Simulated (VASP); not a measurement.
```yaml
crystal:
  lattice:
    - [-1.60650, 1.60650, 1.60650]
    - [1.60650, -1.60650, 1.60650]
    - [1.60650, 1.60650, -1.60650]
  atoms:
    - { symbol: Mo, position: [0.00000, 0.00000, 0.00000] }
```

Method: PBE GGA, VASP's PBE PAW potentials (set 64) (plane waves; VASP). Settings: 400 eV cut-off, 14×14×14 Γ-centred mesh, tetrahedra with Blöchl corrections, potentials Mo_sv.

For a metal the tetrahedron method with Blöchl corrections gives inexact stress and forces.

### Question
Estimate the energy per atom (σ→0), pressure, band gap (on the k-mesh) with the smallest direct gap where there is one.

### Answer

The band gap (on the k-mesh) is none (metal, semimetal or under 0.01 eV) and the energy per atom (σ→0) is -10.904 eV/atom. The pressure is -11.61 GPa.

Only differences to runs with the same potentials and settings are physical.

The compound is Mo in the bcc structure. The cell was not relaxed at this level. The run is one of a series of settings (ISMEAR = -5, SIGMA removed against the base run), some of them coarse on purpose.
